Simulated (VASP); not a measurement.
Set up this calculation in VASP 6.6.1, as the native input.

| Property | Result |
| --- | --- |
| Task | single point |
| Functional | LDA |
| Potentials or basis | VASP PAW LDA potentials, release 64 (In_d, Pt) |
| Cutoff | 520 eV |
| k mesh | 7 × 7 × 5 |
| Occupations | fermi-dirac, width 0.05 eV |
| Spin | no spin polarisation |
| Dipole correction | no |
| Further INCAR settings | ALGO = Fast; EDIFF = 1e-06; NBANDS = 38 |

The structure of In3Pt2 lies in POSCAR:

```
In3Pt2
1.0
    4.5722570000      0.0000000000      0.0000000000
   -2.2861285000      3.9596907146      0.0000000000
    0.0000000000      0.0000000000      5.5763760000
In Pt
3 2
Direct
    0.0000000000      0.0000000000      0.0000000000
    0.6666670000      0.3333330000      0.3496740000
    0.3333330000      0.6666670000      0.6503260000
    0.6666670000      0.3333330000      0.8371700000
    0.3333330000      0.6666670000      0.1628300000
```

The cell comes from a database or a generator and needn't be the stable form of this composition.

One way to write it, as run:

INCAR

```
SYSTEM = In3Pt2
ALGO     = Fast           ! electronic algorithm
EDIFF    = 1E-6           ! SCF threshold, eV
ENCUT    = 520            ! plane-wave cutoff, eV
ISIF     = 2              ! what is computed and relaxed
ISMEAR   = -1             ! smearing method
LASPH    = .TRUE.         ! aspherical terms in the spheres
LCHARG   = .FALSE.        ! write CHGCAR
LREAL    = .FALSE.        ! projectors in reciprocal space
LWAVE    = .FALSE.        ! write WAVECAR
NBANDS   = 38             ! bands
NELM     = 100            ! most SCF steps
PREC     = Accurate       ! precision mode
SIGMA    = 0.05           ! smearing width, eV
```

KPOINTS

```
k-points
0
G
  7 7 5
  0 0 0
```

Potentials or basis: VASP PAW LDA potentials, release 64 (In_d, Pt).

The run is started by

```bash
$ cat potpaw_LDA.64/In_d/POTCAR potpaw_LDA.64/Pt/POTCAR > POTCAR
$ mpirun -np 1 vasp_std > vasp.out
```

It gave:

* Pressure: -5.3 GPa
* Largest force: 0.101 eV/Å
* Band gap on the k mesh: none (metal or under the smearing width)

Run time: 76 s on 1 thread of Intel(R) Xeon(R) Platinum 8488C (Sapphire Rapids), on a shared host, peak memory 0.25 GiB.
